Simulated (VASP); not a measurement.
Method: PBE GGA with D3 dispersion (Becke-Johnson damping), VASP's PBE PAW potentials (set 64) (plane waves; VASP).

Input for VASP

File POSCAR:
```
ZnSe
1
    0.0000000000     2.8859047640     2.8859047640
    2.8859047640     0.0000000000     2.8859047640
    2.8859047640     2.8859047640     0.0000000000
Zn Se
1 1
Direct
  1.0000000000   1.0000000000   1.0000000000
  0.2500000000   0.2500000000   0.2500000000
```

INCAR:
```
# general
SYSTEM   =  ZnSe
PREC     =  Accurate
ENCUT    =  520
LREAL    =  .False.
LASPH    =  .True.

# electronic loop
EDIFF    =  1E-7
NELM     =  100
ALGO     =  Normal
LMAXMIX  =  4

# smearing
ISMEAR   =  0
SIGMA    =  0.05

# functional
GGA      =  PE
IVDW     =  12

# ions
ISIF     =  2

# output
LWAVE    =  .False.
LCHARG   =  .False.
```

KPOINTS:
```
Automatic mesh
0
Gamma
8 8 8
0 0 0
```

POTCAR, in this order: Zn Se (PBE.64 set). Program: vasp_std.

The run wrote:

**OSZICAR**
```
       N       E                     dE             d eps       ncg     rms          rms(c)
DAV:   1     0.870725310193E+02    0.87073E+02   -0.88882E+03   754   0.157E+03
DAV:   2    -0.311110333271E+00   -0.87384E+02   -0.82789E+02   794   0.272E+02
DAV:   3    -0.625916842151E+01   -0.59481E+01   -0.59141E+01   949   0.708E+01
DAV:   4    -0.632127122025E+01   -0.62103E-01   -0.62089E-01   794   0.758E+00
DAV:   5    -0.632162729531E+01   -0.35608E-03   -0.35607E-03   919   0.562E-01    0.449E+00
DAV:   6    -0.604599031803E+01    0.27564E+00   -0.69473E-01  1074   0.280E+01    0.342E+00
DAV:   7    -0.602966228789E+01    0.16328E-01   -0.18247E-01   814   0.429E+00    0.144E+00
DAV:   8    -0.602985491074E+01   -0.19262E-03   -0.42290E-03   887   0.639E-01    0.444E-01
DAV:   9    -0.603014255366E+01   -0.28764E-03   -0.10499E-03   847   0.290E-01    0.692E-02
DAV:  10    -0.603022821392E+01   -0.85660E-04   -0.12208E-04   859   0.117E-01    0.163E-02
DAV:  11    -0.603024643139E+01   -0.18217E-04   -0.30076E-05   832   0.630E-02    0.554E-03
DAV:  12    -0.603024779292E+01   -0.13615E-05   -0.34145E-06   889   0.221E-02    0.385E-03
DAV:  13    -0.603024789575E+01   -0.10283E-06   -0.73500E-07   824   0.934E-03    0.824E-04
DAV:  14    -0.603024793175E+01   -0.35998E-07   -0.32576E-08   582   0.311E-03
   1 F= -.66365403E+01 E0= -.66365403E+01  d E =-.124508E-10
```

**OUTCAR**
```
------------------------ aborting loop because EDIFF is reached ----------------------------------------
 Edisp (eV)   -0.60629
  FORCE on cell =-STRESS in cart. coord.  units (eV):
  Direction    XX          YY          ZZ          XY          YZ          ZX
  --------------------------------------------------------------------------------------
  Total      -0.95770    -0.95770    -0.95770     0.00000     0.00000     0.00000
  in kB     -31.92015   -31.92015   -31.92015     0.00000     0.00000     0.00000
  external pressure =      -31.92 kB  Pullay stress =        0.00 kB
  volume of cell :       48.07
      direct lattice vectors                 reciprocal lattice vectors
     0.000000000  2.885904764  2.885904764    -0.173255891  0.173255891  0.173255891
     2.885904764  0.000000000  2.885904764     0.173255891 -0.173255891  0.173255891
     2.885904764  2.885904764  0.000000000     0.173255891  0.173255891 -0.173255891
  FREE ENERGIE OF THE ION-ELECTRON SYSTEM (eV)
  ---------------------------------------------------
  free  energy   TOTEN  =        -6.6365402748 eV

  energy  without entropy=       -6.6365402748  energy(sigma->0) =       -6.63654027
```
(Selected blocks of OUTCAR.)

**OUTCAR**
```
 val. band max:        1.1597808099   @ k =   0.0000   0.0000   0.0000

 cond. band min:       2.2342509119   @ k =   0.0000   0.0000   0.0000


 Fermi energy:         1.3622738818

 k-point     1 :       0.0000    0.0000    0.0000
  band No.  band energies     occupation
      1     -11.7641      2.00000
      2      -5.2024      2.00000
      3      -5.2024      2.00000
      4      -5.2024      2.00000
      5      -4.8803      2.00000
      6      -4.8803      2.00000
      7       1.1598      2.00000
      8       1.1598      2.00000
      9       1.1598      2.00000
     10       2.2343      0.00000
     11       6.9727      0.00000
     12       6.9727      0.00000
     13       6.9727      0.00000

 k-point     2 :       0.1250    0.0000    0.0000
  band No.  band energies     occupation
      1     -11.6738      2.00000
      2      -5.1926      2.00000
      3      -5.1884      2.00000
      4      -5.1884      2.00000
      5      -4.8814      2.00000
      6      -4.8814      2.00000
      7      -0.1258      2.00000
      8       1.0226      2.00000
      9       1.0226      2.00000
     10       3.2350      0.00000
     11       6.8799      0.00000
     12       7.2086      0.00000
     13       7.2086      0.00000

 k-point     3 :       0.2500    0.0000    0.0000
  band No.  band energies     occupation
      1     -11.4407      2.00000
      2      -5.1578      2.00000
      3      -5.1578      2.00000
      4      -5.1330      2.00000
      5      -4.8800      2.00000
      6      -4.8800      2.00000
      7      -1.7515      2.00000
      8       0.7271      2.00000
      9       0.7271      2.00000
     10       3.7618      0.00000
     11       7.5700      0.00000
     12       7.5700      0.00000
     13       7.5754      0.00000

 k-point     4 :       0.3750    0.0000    0.0000
  band No.  band energies     occupation
      1     -11.1817      2.00000
      2      -5.1331      2.00000
      3      -5.1331      2.00000
...
```

The compound is ZnSe in the zinc blende structure. This cell is one point of a volume scan, at 1.06 of the reference volume.
